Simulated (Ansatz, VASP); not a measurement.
**Cross-check of HfTeS between VASP and Ansatz**

Aim: how closely do two programs agree when they are given the same cell, functional and k mesh? The cell is taken from a series of runs on this material, whose earlier steps may have relaxed, scaled, displaced or heated it; both programs get it as it stands.

Calculated with Ansatz 0.2.0; plane waves, with VASP 6.6.1 beside it; PBEsol.

### Step 1. Starting point

The cell holds 3 atoms: 1 Hf, 1 S and 1 Te. Cell: a = 3.736 Å, b = 3.736 Å, c = 30.000 Å, α = 90.0°, β = 90.0°, γ = 120.0°. Vacuum lies along c.

### Step 2. VASP: zone-centre phonons, PBEsol

Second derivatives magnify differences that forces hide, and they need a tight electronic threshold.

Lines of VASP's logs that name or quote its potential files are left out, and so is its time.

File INCAR:

```
SYSTEM = HfTeS
PREC = Accurate
ENCUT = 500
EDIFF = 1E-08
NELM = 120
ISMEAR = 1
SIGMA = 0.15
LREAL = .FALSE.
ALGO = Normal
GGA = PS
NBANDS = 17
LASPH = .TRUE.
LORBIT = 11
LWAVE = .FALSE.
LCHARG = .FALSE.
ISIF = 2
IBRION = 8
GGA_COMPAT = .FALSE.
NELMDL = -8
KPAR = 2
```

File POSCAR:

```
HfTeS
1.0
    3.7357621337      0.0000000000      0.0000000000
   -1.8678810669      3.2352649103      0.0000000000
    0.0000000000      0.0000000000     30.0000000000
Hf S Te
1 1 1
Direct
    0.0000000000      0.0000000000      0.3389229713
    0.3333333333      0.6666666667      0.3822301475
    0.6666666667      0.3333333333      0.2755135479
```

File KPOINTS:

```
Automatic mesh
0
Gamma
18 18 1
0 0 0
```

PAW data sets: Hf_pv, S and Te (PBE family, release 64).

Command:

```console
$ mpirun -np 2 vasp_std
```

Numbers of over 12 decimals in the logs are rounded to 6 here.

What it wrote:

```text
[banner, memory and clock lines left out]
running    2 mpi-ranks, on    1 nodes
 distrk:  each k-point on    1 cores,    2 groups
 distr:  one band on    1 cores,    1 groups

 POSCAR found type information on POSCAR HfS Te
 POSCAR found :  3 types and       3 ions
|                                                                             |
|               ----> ADVICE to this user running VASP <----                  |
|                                                                             |
|     You enforced a specific xc type in the INCAR file but a different       |
|     [... a line on the potential file left out ...]
|     I HOPE YOU KNOW WHAT YOU ARE DOING!                                     |
|                                                                             |

 LDA part: xc-table for (Slater+PW92), standard interpolation
 POSCAR, INCAR and KPOINTS ok, starting setup
 FFT: planning ... GRIDC
 FFT: planning ... GRID_SOFT
 FFT: planning ... GRID
 WAVECAR not read
 entering main loop
       N       E                     dE             d eps       ncg     rms          rms(c)
DAV:   1     0.106003819898E+03    0.10600E+03   -0.87484E+03  1562   0.873E+02
DAV:   2    -0.100854166398E+02   -0.11609E+03   -0.11337E+03  1719   0.160E+02
DAV:   3    -0.229256485438E+02   -0.12840E+02   -0.12786E+02  1821   0.530E+01
DAV:   4    -0.231921640990E+02   -0.26652E+00   -0.26572E+00  1947   0.909E+00
DAV:   5    -0.231969516683E+02   -0.47876E-02   -0.47868E-02  1971   0.106E+00
DAV:   6    -0.231966414662E+02    0.31020E-03   -0.59345E-04  1971   0.107E-01
DAV:   7    -0.231970121654E+02   -0.37070E-03   -0.11458E-05  1964   0.132E-02
DAV:   8    -0.231966426305E+02    0.36953E-03   -0.18191E-07  1956   0.152E-03    0.480E+01
DAV:   9    -0.220652080439E+02    0.11314E+01   -0.35823E+00  1470   0.856E+00    0.337E+01
DAV:  10    -0.220296524378E+02    0.35556E-01   -0.20553E+00  1654   0.724E+00    0.837E+00
DAV:  11    -0.219394634284E+02    0.90189E-01   -0.60285E-01  1578   0.378E+00    0.174E+00
DAV:  12    -0.219356086091E+02    0.38548E-02   -0.59351E-02  1607   0.122E+00    0.838E-01
DAV:  13    -0.219350367079E+02    0.57190E-03   -0.52040E-03  1720   0.405E-01    0.176E-01
DAV:  14    -0.219349124088E+02    0.12430E-03   -0.39593E-04  1776   0.108E-01    0.106E-01
[...]
DAV:  24    -0.219356428394E+02   -0.77933E-05   -0.17339E-07  1521   0.975E-04    0.516E-04
DAV:  25    -0.219356472575E+02   -0.44181E-05   -0.11017E-07  1527   0.783E-04    0.715E-04
DAV:  26    -0.219356496744E+02   -0.24169E-05   -0.44141E-08  1482   0.501E-04    0.286E-04
DAV:  27    -0.219356502702E+02   -0.59578E-06   -0.44392E-09  1473   0.189E-04    0.113E-04
DAV:  28    -0.219356505989E+02   -0.32870E-06   -0.20365E-09  1301   0.136E-04    0.400E-05
DAV:  29    -0.219356506509E+02   -0.52022E-07    0.22012E-10  1435   0.484E-05    0.588E-05
DAV:  30    -0.219356507006E+02   -0.49729E-07    0.52735E-11  1202   0.545E-05    0.251E-05
DAV:  31    -0.219356507067E+02   -0.60888E-08    0.31909E-10  1204   0.206E-05
   1 F= -.21935651E+02 E0= -.21935853E+02  d E =0.606162E-03
 Linear response reoptimize wavefunctions to high precision
DAV:   1    -0.219356507090E+02   -0.22869E-08    0.33111E-10  1229   0.932E-06
DAV:   2    -0.219356507089E+02    0.32742E-10    0.34624E-10   838   0.336E-06
 Linear response DOF=           6
 Linear response progress:
  Degree of freedom:   1/  6
       N       E                     dE             d eps       ncg     rms          rms(c)
RMM:   1    -0.217062467610E+00   -0.21706E+00    0.42691E+00  5923   0.130E+01
RMM:   2    -0.222397696067E+00   -0.53352E-02   -0.41175E-02  8485   0.130E+00    0.583E-01
RMM:   3    -0.222045286627E+00    0.35241E-03   -0.20940E-03 12048   0.218E-01    0.239E-01
RMM:   4    -0.221681250505E+00    0.36404E-03   -0.19787E-04 11831   0.766E-02    0.156E-01
RMM:   5    -0.221339712863E+00    0.34154E-03   -0.47805E-05 12127   0.432E-02    0.126E-02
RMM:   6    -0.221323653208E+00    0.16060E-04   -0.59427E-06 12440   0.117E-02    0.858E-03
RMM:   7    -0.221324026086E+00   -0.37288E-06   -0.15093E-06 12972   0.494E-03    0.567E-03
RMM:   8    -0.221321864935E+00    0.21612E-05   -0.40450E-07 13282   0.158E-03    0.207E-03
RMM:   9    -0.221320864100E+00    0.10008E-05   -0.32564E-07 13893   0.652E-04    0.912E-05
RMM:  10    -0.221320921310E+00   -0.57210E-07    0.59772E-08 13666   0.271E-04    0.705E-05
RMM:  11    -0.221320966799E+00   -0.45489E-07   -0.31569E-08 13807   0.147E-04    0.104E-04
RMM:  12    -0.221320955302E+00    0.11498E-07   -0.18812E-08 13519   0.927E-05    0.217E-05
RMM:  13    -0.221320948646E+00    0.66554E-08   -0.17351E-08 13220   0.666E-05    0.150E-05
 first order change of Fermi-energy  -0.34618E-03
 force on displaced ion       1 direction 1 :  -4.777   0.000  -0.001
 Linear response progress:
  Degree of freedom:   2/  6
       N       E                     dE             d eps       ncg     rms          rms(c)
RMM:   1    -0.267489476624E+00   -0.26749E+00    0.45630E+00  1334   0.132E+01
RMM:   2    -0.273395794541E+00   -0.59063E-02   -0.44965E-02  1921   0.133E+00    0.561E-01
RMM:   3    -0.272693186592E+00    0.70261E-03   -0.30988E-03  2633   0.260E-01    0.275E-01
RMM:   4    -0.272301011839E+00    0.39217E-03   -0.28181E-04  2820   0.900E-02    0.202E-01
[...]
RMM:  18    -0.271900089481E+00   -0.14823E-08    0.50473E-09  2629   0.187E-04    0.174E-04
 first order change of Fermi-energy   0.22117E+01
 force on displaced ion       1 direction 3 :  -0.000  -0.000 -15.873
 Linear response progress:
  Degree of freedom:   3/  6
       N       E                     dE             d eps       ncg     rms          rms(c)
RMM:   1    -0.103940688802E+00   -0.10394E+00    0.46217E-02 13965   0.187E+00
RMM:   2    -0.104062852438E+00   -0.12216E-03   -0.36724E-03  9397   0.341E-01    0.524E-01
RMM:   3    -0.104384254250E+00   -0.32140E-03   -0.50597E-04  9688   0.110E-01    0.309E-01
RMM:   4    -0.104993437617E+00   -0.60918E-03   -0.37994E-04  9518   0.897E-02    0.258E-02
RMM:   5    -0.104816734707E+00    0.17670E-03   -0.27598E-05  9886   0.270E-02    0.137E-02
RMM:   6    -0.104792440487E+00    0.24294E-04   -0.25252E-06 10644   0.872E-03    0.563E-03
RMM:   7    -0.104825393261E+00   -0.32953E-04   -0.18978E-06  9491   0.497E-03    0.218E-03
RMM:   8    -0.104813136128E+00    0.12257E-04    0.30856E-08  9692   0.170E-03    0.118E-03
RMM:   9    -0.104813379715E+00   -0.24359E-06    0.94267E-08 10778   0.562E-04    0.255E-04
RMM:  10    -0.104812338639E+00    0.10411E-05   -0.15045E-08  9789   0.260E-04    0.559E-05
RMM:  11    -0.104812335618E+00    0.30211E-08   -0.20657E-08 11275   0.100E-04    0.677E-05
 first order change of Fermi-energy   0.15466E-03
 force on displaced ion       2 direction 1 :  -5.484   0.001   0.001
 Linear response progress:
  Degree of freedom:   4/  6
       N       E                     dE             d eps       ncg     rms          rms(c)
RMM:   1    -0.140871855583E+00   -0.14087E+00    0.41764E-02  3128   0.180E+00
RMM:   2    -0.139951062585E+00    0.92079E-03   -0.31341E-03  2139   0.312E-01    0.487E-01
RMM:   3    -0.139896108916E+00    0.54954E-04   -0.63545E-04  2258   0.109E-01    0.272E-01
RMM:   4    -0.140015903954E+00   -0.11980E-03   -0.17764E-04  2343   0.524E-02    0.394E-02
RMM:   5    -0.139965441028E+00    0.50463E-04   -0.12027E-05  2266   0.163E-02    0.216E-02
RMM:   6    -0.139932688932E+00    0.32752E-04   -0.22305E-06  2211   0.665E-03    0.797E-03
RMM:   7    -0.139928366798E+00    0.43221E-05   -0.45313E-07  2262   0.307E-03    0.172E-03
RMM:   8    -0.139935895909E+00   -0.75291E-05   -0.18028E-07  2229   0.148E-03    0.163E-03
RMM:   9    -0.139933691081E+00    0.22048E-05   -0.10387E-07  2275   0.930E-04    0.578E-04
RMM:  10    -0.139931537662E+00    0.21534E-05   -0.43891E-08  2171   0.336E-04    0.225E-04
RMM:  11    -0.139929544392E+00    0.19933E-05   -0.95282E-09  2375   0.538E-04    0.902E-05
RMM:  12    -0.139929378483E+00    0.16591E-06    0.27050E-08  2389   0.247E-04    0.123E-04
RMM:  13    -0.139928684976E+00    0.69351E-06    0.12216E-07  2432   0.274E-04    0.300E-05
RMM:  14    -0.139928629510E+00    0.55466E-07    0.67555E-08  2425   0.107E-04    0.549E-05
RMM:  15    -0.139928713125E+00   -0.83616E-07    0.43225E-08  2510   0.135E-04    0.173E-05
RMM:  16    -0.139928706386E+00    0.67393E-08    0.67334E-08  2380   0.618E-05    0.697E-06
 first order change of Fermi-energy  -0.15009E+01
 force on displaced ion       2 direction 3 :   0.000  -0.000  -8.685
 Linear response progress:
  Degree of freedom:   5/  6
       N       E                     dE             d eps       ncg     rms          rms(c)
RMM:   1    -0.407234762312E-01   -0.40723E-01    0.27817E-02 13649   0.888E-01
RMM:   2    -0.416185674688E-01   -0.89509E-03   -0.16940E-03 10437   0.195E-01    0.234E-01
RMM:   3    -0.417115520499E-01   -0.92985E-04   -0.17615E-04  9967   0.669E-02    0.146E-01
RMM:   4    -0.419089090721E-01   -0.19736E-03   -0.70906E-05  9671   0.444E-02    0.103E-02
RMM:   5    -0.418833215208E-01    0.25588E-04   -0.46199E-06 10302   0.111E-02    0.631E-03
RMM:   6    -0.418715161098E-01    0.11805E-04   -0.80755E-07 10262   0.457E-03    0.191E-03
RMM:   7    -0.418728615669E-01   -0.13455E-05   -0.64109E-08 10480   0.139E-03    0.138E-03
RMM:   8    -0.418711515744E-01    0.17100E-05   -0.31174E-08 10299   0.560E-04    0.451E-04
RMM:   9    -0.418714279794E-01   -0.27640E-06   -0.12703E-08 10684   0.191E-04    0.249E-04
RMM:  10    -0.418714648532E-01   -0.36874E-07   -0.33390E-08 10606   0.904E-05    0.646E-05
RMM:  11    -0.418714384406E-01    0.26413E-07    0.18548E-08 11191   0.365E-05    0.164E-05
RMM:  12    -0.418714197765E-01    0.18664E-07    0.80074E-09 10885   0.234E-05    0.960E-06
RMM:  13    -0.418714103816E-01    0.93950E-08    0.60358E-09  9540   0.206E-05    0.860E-07
 first order change of Fermi-energy   0.20048E-03
 force on displaced ion       3 direction 1 :  -2.719  -0.000  -0.001
 Linear response progress:
  Degree of freedom:   6/  6
       N       E                     dE             d eps       ncg     rms          rms(c)
RMM:   1    -0.808119471418E-01   -0.80812E-01    0.55538E-02  3023   0.959E-01
RMM:   2    -0.812395760378E-01   -0.42763E-03   -0.23464E-03  2371   0.235E-01    0.524E-01
RMM:   3    -0.811713106522E-01    0.68265E-04   -0.26353E-04  2171   0.821E-02    0.311E-01
RMM:   4    -0.812663221657E-01   -0.95012E-04   -0.10764E-04  2111   0.457E-02    0.479E-02
RMM:   5    -0.812367526450E-01    0.29570E-04   -0.20017E-05  2131   0.205E-02    0.138E-02
RMM:   6    -0.812300256724E-01    0.67270E-05   -0.14438E-06  2238   0.618E-03    0.841E-03
RMM:   7    -0.812224413634E-01    0.75843E-05   -0.66188E-07  2327   0.337E-03    0.256E-03
RMM:   8    -0.812267232582E-01   -0.42819E-05   -0.48968E-08  2216   0.127E-03    0.182E-03
RMM:   9    -0.812281245376E-01   -0.14013E-05   -0.85114E-09  2372   0.478E-04    0.112E-03
RMM:  10    -0.812288661124E-01   -0.74157E-06   -0.14514E-08  2243   0.337E-04    0.347E-04
RMM:  11    -0.812302611733E-01   -0.13951E-05   -0.78355E-09  2236   0.239E-04    0.143E-04
RMM:  12    -0.812310024858E-01   -0.74131E-06   -0.17800E-09  2451   0.226E-04    0.164E-04
RMM:  13    -0.812317413693E-01   -0.73888E-06   -0.57807E-09  2448   0.229E-04    0.465E-05
RMM:  14    -0.812318378354E-01   -0.96466E-07    0.52606E-09  2475   0.861E-05    0.285E-05
RMM:  15    -0.812319210335E-01   -0.83198E-07    0.36321E-08  2489   0.614E-05    0.120E-05
RMM:  16    -0.812318684683E-01    0.52565E-07    0.20752E-08  2527   0.604E-05    0.261E-05
RMM:  17    -0.812318690591E-01   -0.59081E-09    0.82581E-09  2319   0.270E-05    0.636E-06
 first order change of Fermi-energy  -0.71236E+00
 force on displaced ion       3 direction 3 :  -0.000   0.000  -9.379
 Linear response finished
```

From OUTCAR (step 2):

```text
ion  position               nearest neighbor table
   1  0.000  0.000  0.339-   2 2.52   2 2.52   2 2.52   3 2.88   3 2.88   3 2.88
   2  0.333  0.667  0.382-   1 2.52   1 2.52   1 2.52
   3  0.667  0.333  0.276-   1 2.88   1 2.88   1 2.88

  LATTYP: Found a hexagonal cell.
 ALAT       =     3.7357621337
 C/A-ratio  =     8.0304898777

 Subroutine GETGRP returns: Found  6 space group operations
 (whereof  6 operations were pure point group operations)

The static configuration has the point symmetry C_3v.

 Found     37 irreducible k-points:

   k-points           NKPTS =     37   k-points in BZ     NKDIM =     37   number of bands    NBANDS=     17

   dimension x,y,z NGX =    28 NGY =   28 NGZ =  224
   dimension x,y,z NGXF=    56 NGYF=   56 NGZF=  448

   ENCUT  =  500.0 eV  36.75 Ry    6.06 a.u.   6.81  6.81 54.70*2*pi/ulx,y,z

   NELECT =      22.0000    total number of electrons

 k-points in reciprocal lattice and weights: Automatic mesh
   0.00000000  0.00000000  0.00000000       0.003
   0.05555556 -0.00000000  0.00000000       0.019
   0.11111111 -0.00000000  0.00000000       0.019
   0.16666667 -0.00000000  0.00000000       0.019
   0.22222222  0.00000000  0.00000000       0.019
   0.27777778 -0.00000000  0.00000000       0.019
   0.33333333 -0.00000000  0.00000000       0.019
   0.38888889 -0.00000000  0.00000000       0.019
   0.44444444  0.00000000  0.00000000       0.019
[...]
0.33333333  0.27777778  0.00000000       0.037
   0.33333333  0.33333333  0.00000000       0.006

 average (electrostatic) potential at core
       1 -45.6738       2 -94.5269       3 -96.4227

  Total       -0.1150729     -0.1150729     -0.0814304      0.0000000      0.0000000     -0.0000000
  in kB       -0.5084793     -0.5084793     -0.3598211      0.0000000      0.0000000     -0.0000000
  external PRESSURE =      -0.4589265 kB  Pullay stress =       0.0000000 kB

  energy-cutoff  :      500.00
  volume of cell :      362.59
      direct lattice vectors                 reciprocal lattice vectors
     3.735762134  0.000000000  0.000000000     0.267682996  0.154546850  0.000000000
    -1.867881067  3.235264910  0.000000000     0.000000000  0.309093700  0.000000000
     0.000000000  0.000000000 30.000000000     0.000000000  0.000000000  0.033333333

 POSITION                                       TOTAL-FORCE (eV/Angst)
 -----------------------------------------------------------------------------------
      0.00000      0.00000     10.16769         0.000000     -0.000000      0.024250
     -0.00000      2.15684     11.46690         0.000000     -0.000000     -0.035194
      1.86788      1.07842      8.26541        -0.000000      0.000000      0.010945
 -----------------------------------------------------------------------------------
    total drift:                               -0.000000      0.000000     -0.000212

 Eigenvectors and eigenvalues of the dynamical matrix
 ----------------------------------------------------

   1 f  =    8.780888 THz    55.171949 2PiTHz  292.898911 cm-1    36.314820 meV
             X         Y         Z           dx          dy          dz
      0.000000  0.000000 10.167689    -0.000000    0.000000   -0.410454
     -0.000000  2.156843 11.466904    -0.000000   -0.000000    0.911424
      1.867881  1.078422  8.265406     0.000000   -0.000000    0.028874

   2 f  =    6.813376 THz    42.809702 2PiTHz  227.269751 cm-1    28.177845 meV
             X         Y         Z           dx          dy          dz
      0.000000  0.000000 10.167689     0.159455   -0.234827   -0.000000
     -0.000000  2.156843 11.466904    -0.532834    0.784696   -0.000000
      1.867881  1.078422  8.265406     0.078989   -0.116325    0.000000

   3 f  =    6.813376 THz    42.809702 2PiTHz  227.269751 cm-1    28.177845 meV
             X         Y         Z           dx          dy          dz
      0.000000  0.000000 10.167689     0.234827    0.159455    0.000000
     -0.000000  2.156843 11.466904    -0.784696   -0.532834   -0.000000
      1.867881  1.078422  8.265406     0.116325    0.078989   -0.000000

   4 f  =    5.365809 THz    33.714374 2PiTHz  178.984134 cm-1    22.191194 meV
             X         Y         Z           dx          dy          dz
      0.000000  0.000000 10.167689    -0.000000    0.000000    0.551083
     -0.000000  2.156843 11.466904    -0.000000    0.000000    0.273155
      1.867881  1.078422  8.265406     0.000000   -0.000000   -0.788476

   5 f  =    2.669849 THz    16.775155 2PiTHz   89.056572 cm-1    11.041603 meV
             X         Y         Z           dx          dy          dz
      0.000000  0.000000 10.167689    -0.352146    0.518571    0.000000
     -0.000000  2.156843 11.466904    -0.040777    0.060048    0.000000
      1.867881  1.078422  8.265406     0.435812   -0.641777    0.000000

   6 f  =    2.669849 THz    16.775155 2PiTHz   89.056572 cm-1    11.041603 meV
             X         Y         Z           dx          dy          dz
      0.000000  0.000000 10.167689    -0.518571   -0.352146   -0.000000
     -0.000000  2.156843 11.466904    -0.060048   -0.040777    0.000000
      1.867881  1.078422  8.265406     0.641777    0.435812   -0.000000

   7 f/i=    0.001884 THz     0.011838 2PiTHz    0.062844 cm-1     0.007792 meV
             X         Y         Z           dx          dy          dz
      0.000000  0.000000 10.167689     0.000000   -0.000000    0.726523
     -0.000000  2.156843 11.466904     0.000000   -0.000000    0.307721
      1.867881  1.078422  8.265406     0.000000   -0.000000    0.614388

   8 f/i=    0.004789 THz     0.030093 2PiTHz    0.159760 cm-1     0.019808 meV
             X         Y         Z           dx          dy          dz
      0.000000  0.000000 10.167689     0.088967   -0.720134   -0.000000
     -0.000000  2.156843 11.466904     0.037805   -0.306011   -0.000000
      1.867881  1.078422  8.265406     0.075424   -0.610517   -0.000000

   9 f/i=    0.004789 THz     0.030093 2PiTHz    0.159760 cm-1     0.019808 meV
             X         Y         Z           dx          dy          dz
      0.000000  0.000000 10.167689    -0.720134   -0.088967    0.000000
     -0.000000  2.156843 11.466904    -0.306011   -0.037805    0.000000
      1.867881  1.078422  8.265406    -0.610517   -0.075424    0.000000

 ELASTIC MODULI CONTR FROM IONIC RELAXATION (kBar)
 Direction    XX          YY          ZZ          XY          YZ          ZX
 --------------------------------------------------------------------------------
 XX        -101.4961    -60.6962   -135.2133      0.0000     48.3353     -0.0000
 YY         -60.6962   -101.4961   -135.2133      0.0000    -48.3353      0.0000
 ZZ        -135.2133   -135.2133   -239.0225      0.0000      0.0000      0.0000
 XY           0.0000      0.0000      0.0000    -20.3999      0.0000     44.6422
 YZ          48.3353    -48.3353      0.0000      0.0000   -126.7781      0.0000
 ZX          -0.0000      0.0000      0.0000     44.6422      0.0000   -102.8211
 --------------------------------------------------------------------------------
```

Harder data sets than Hf_pv exist (the GW ones), and pressures, volumes and forces can shift noticeably with them.

(Continued in part 2 of 2.)

[Lines on the potential files, build, host, timing and source positions are cut from VASP's logs without a mark.]

[Logs are printed without paths, hosts, clocks, repeated set-up lines and the standing remarks that a program may print on its own settings, such as how far it seeks lower states.]

[Hosts, paths, dates, database ids (printed as entryN), source tags and the programs' standing remarks are cut or masked in the printed files.]
